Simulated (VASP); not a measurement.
```yaml
crystal:
  lattice:
    - [4.37580, 0.00000, 0.00000]
    - [0.00000, 4.37580, 0.00000]
    - [0.00000, 0.00000, 4.37580]
  atoms:
    - { symbol: Cs, position: [0.00000, 0.00000, 0.00000] }
    - { symbol: Br, position: [0.50000, 0.50000, 0.50000] }
```

The base run (VASP): PBE GGA, plane waves, VASP's PBE PAW potentials (set 64). Run with 400 eV cut-off, 6×6×6 Γ-centred mesh, Gaussian smearing of 0.050 eV, potentials Cs_sv Br.

One setting is varied; ΔE counts from the most expensive setting. The base run took about 8 core-seconds. Costs are core time on shared hosts, one run each; read them as rough ratios.

Pressures at a finite cut-off, here 400 eV, hold a Pulay part, which wasn't tested here.

```
setting                                                 cost over the base run  electronic steps  ΔE (meV/atom)  pressure (GPa)
------------------------------------------------------  ----------------------  ----------------  -------------  --------------
KGAMMA = .TRUE., KSPACING = 0.8, KPOINTS file removed                about 1/2                12           68.2            0.83
KGAMMA = .TRUE., KSPACING = 0.4, KPOINTS file removed     within a factor of 2                12            0.5            0.13
KGAMMA = .TRUE., KSPACING = 0.35, KPOINTS file removed    within a factor of 2                12            0.1            0.13
KGAMMA = .TRUE., KSPACING = 0.25, KPOINTS file removed    within a factor of 2                12            0.0            0.13
base run                                                             reference                12            0.0            0.13
KGAMMA = .TRUE., KSPACING = 0.2, KPOINTS file removed     within a factor of 2                12            0.0            0.13
```

Left out are runs that failed, have no time on record or changed the cell.

The compound is CsBr in the CsCl type structure. The cell was not relaxed at this level.
